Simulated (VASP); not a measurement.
Data:

```
Ru
1.0
    4.24586     0.00000     0.00000
    0.00000     2.69168     0.00000
    0.00000     0.00000    24.22282
Ru
8
Direct
  0.25000   0.50000   0.37169
  0.75000   0.00000   0.33961
  0.25000   0.00000   0.46792
  0.75000   0.50000   0.43584
  0.25000   0.50000   0.56416
  0.75000   0.00000   0.53208
  0.25000   0.00000   0.66039
  0.75000   0.50000   0.62831
```

These are PBEsol GGA, VASP's PBE PAW potentials (set 64) (plane waves; VASP) values and carry that method's errors. Run with PREC = Normal, EDIFF = 1E-5, 400 eV cut-off, 7×10×1 Γ-centred mesh, first-order Methfessel-Paxton smearing of 0.10 eV, potentials Ru_pv.

Q: The ions are relaxed. Give the cell that the relaxation ends in.

A: 
```
Ru
1.0
    4.24586     0.00000     0.00000
    0.00000     2.69168     0.00000
    0.00000     0.00000    24.22282
Ru
8
Direct
  0.25000   0.50000   0.37147
  0.75000   0.00000   0.34479
  0.25000   0.00000   0.46624
  0.75000   0.50000   0.43537
  0.25000   0.50000   0.56463
  0.75000   0.00000   0.53376
  0.25000   0.00000   0.65521
  0.75000   0.50000   0.62853
```

Q: How much energy does the relaxation gain?

A: The energy (σ→0) changes by -18.7 meV/atom, in 9 ionic steps.

```tsv
step	E(σ→0) (eV)	max force (eV/Å)	pressure (GPa)	volume (Å³)
1	-76.2883	0.980	-3.96	276.83
2	-76.3926	0.568	-3.23	276.83
3	-76.4239	0.343	-2.18	276.83
4	-76.4260	0.215	-2.42	276.83
5	-76.4261	0.234	-2.38	276.83
6	-76.4325	0.120	-2.21	276.83
7	-76.4360	0.114	-1.95	276.83
8	-76.4377	0.048	-1.72	276.83
9	-76.4380	0.023	-1.59	276.83
```

The cell is a thin slab with vacuum, built from Ru (hcp): (100) face.
